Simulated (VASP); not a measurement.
```xyz
2
Lattice="1.3179 -2.3176 0.0000 1.3179 2.3176 0.0000 0.0000 0.0000 4.2814" Properties=species:S:1:pos:R:3 pbc="T T T"
Ru     1.3179     0.7725     1.0704
Ru     1.3964    -0.7725     3.2111
```

The numbers are results of TPSS meta-GGA, VASP's PBE PAW potentials (set 64) (plane waves; VASP), not measurements. Run with 400 eV cut-off, 14×14×8 Γ-centred mesh, first-order Methfessel-Paxton smearing of 0.10 eV, potentials Ru_pv.

Q: Which forces act on the atoms, in eV/Å?

A: 
```csv
atom,Fx,Fy,Fz
Ru1,0.572,-0.076,0.000
Ru2,-0.572,0.076,0.000
```

Q: Give the stress tensor in GPa (positive for a compressed cell).

A: 
```
22.21  -2.16   0.00
-2.16  14.55   0.00
 0.00   0.00   7.84
```
The pressure is its mean diagonal, 14.87 GPa.

The compound is Ru in the hcp structure. The cell was not relaxed at this level, atoms are displaced from their ideal sites. The run is one of a series of settings (GGA removed, LMIXTAU = .TRUE., METAGGA = TPSS against the base run), some of them coarse on purpose.
